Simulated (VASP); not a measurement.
Output of a VASP run:

File OSZICAR:
```
       N       E                     dE             d eps       ncg     rms          rms(c)
DAV:   1     0.794360754110E+02    0.79436E+02   -0.85962E+03  1128   0.128E+03
DAV:   2    -0.100507986114E+02   -0.89487E+02   -0.82548E+02  1596   0.250E+02
DAV:   3    -0.134810205982E+02   -0.34302E+01   -0.34077E+01  1456   0.489E+01
DAV:   4    -0.135610719914E+02   -0.80051E-01   -0.79999E-01  1596   0.656E+00
DAV:   5    -0.135622243453E+02   -0.11524E-02   -0.11523E-02  1472   0.671E-01    0.145E+01
DAV:   6    -0.114626958653E+02    0.20995E+01   -0.10729E+01  1328   0.238E+01    0.173E+01
DAV:   7    -0.113674733984E+02    0.95222E-01   -0.66039E-01  1436   0.699E+00    0.951E+00
DAV:   8    -0.113835927859E+02   -0.16119E-01   -0.13769E-01  1208   0.431E+00    0.896E-01
DAV:   9    -0.113865604470E+02   -0.29677E-02   -0.17057E-02  1436   0.115E+00    0.262E-01
DAV:  10    -0.113881029457E+02   -0.15425E-02   -0.22267E-03  1160   0.454E-01    0.779E-02
DAV:  11    -0.113884160926E+02   -0.31315E-03   -0.50239E-04  1380   0.192E-01    0.791E-02
DAV:  12    -0.113884385216E+02   -0.22429E-04   -0.33728E-05  1252   0.535E-02    0.316E-02
DAV:  13    -0.113884455595E+02   -0.70379E-05   -0.13626E-05  1272   0.340E-02    0.158E-02
DAV:  14    -0.113884463059E+02   -0.74642E-06   -0.19677E-06  1292   0.124E-02    0.202E-03
DAV:  15    -0.113884463624E+02   -0.56503E-07   -0.43639E-08   992   0.200E-03
   1 F= -.11388446E+02 E0= -.11388446E+02  d E =0.000000E+00
```

OUTCAR:
```
------------------------ aborting loop because EDIFF is reached ----------------------------------------
  FORCE on cell =-STRESS in cart. coord.  units (eV):
  Direction    XX          YY          ZZ          XY          YZ          ZX
  --------------------------------------------------------------------------------------
  Total        0.0164369      0.0164369      0.0164369      0.0000000     -0.0000000     -0.0000000
  in kB        0.7214577      0.7214577      0.7214577      0.0000000     -0.0000000     -0.0000000
  external PRESSURE =       0.7214577 kB  Pullay stress =       0.0000000 kB
  volume of cell :       36.50
      direct lattice vectors                 reciprocal lattice vectors
     0.000000000  2.632874406  2.632874406    -0.189906514  0.189906514  0.189906514
     2.632874406  0.000000000  2.632874406     0.189906514 -0.189906514  0.189906514
     2.632874406  2.632874406  0.000000000     0.189906514  0.189906514 -0.189906514
  FREE ENERGIE OF THE ION-ELECTRON SYSTEM (eV)
  ---------------------------------------------------
  free  energy   TOTEN  =       -11.3884463624 eV

  energy  without entropy=      -11.3884463624  energy(sigma->0) =      -11.38844636

 total charge

# of ion       s       p       d       tot
------------------------------------------
    1        2.014   5.830   0.227   8.070
    2        1.555   3.409   0.000   4.963
--------------------------------------------------
tot          3.568   9.238   0.227  13.034
```
(Selected blocks of OUTCAR.)

### POSCAR
```
SrO
1
    0.0000000000     2.6328744059     2.6328744059
    2.6328744059     0.0000000000     2.6328744059
    2.6328744059     2.6328744059     0.0000000000
Sr O
1 1
Direct
  0.0000000000   0.0000000000   0.0000000000
  0.5000000000   0.5000000000   0.5000000000
```

Task: Write an INCAR and KPOINTS that could have produced this output.

Result: This is not unique; one that fits is the input of the run itself, RPBE GGA, plane waves, VASP's PBE PAW potentials (set 64).

**KPOINTS**
```
Automatic mesh
0
G
10 10 10
0 0 0
```

INCAR:
```
PREC=Accurate
LORBIT=11
LASPH=T   # aspherical one-centre terms
LWAVE=F
NELM=100
ALGO=Normal   # blocked Davidson
LCHARG=T
SYSTEM=SrO
GGA=RP   # RPBE
EDIFF=1E-7   # SCF stop (eV)
ENCUT=520   # plane-wave cut-off (eV)
ISMEAR=-5   # tetrahedra, Bloechl
LMAXMIX=4
NEDOS=601   # DOS grid
ISIF=2
LREAL=F   # projection in real space or not
```

POTCAR, in this order: Sr_sv O (PBE.64 set). Program: vasp_std.

The compound is SrO in the rock salt structure. It was relaxed first, which changed the volume by +6 %.
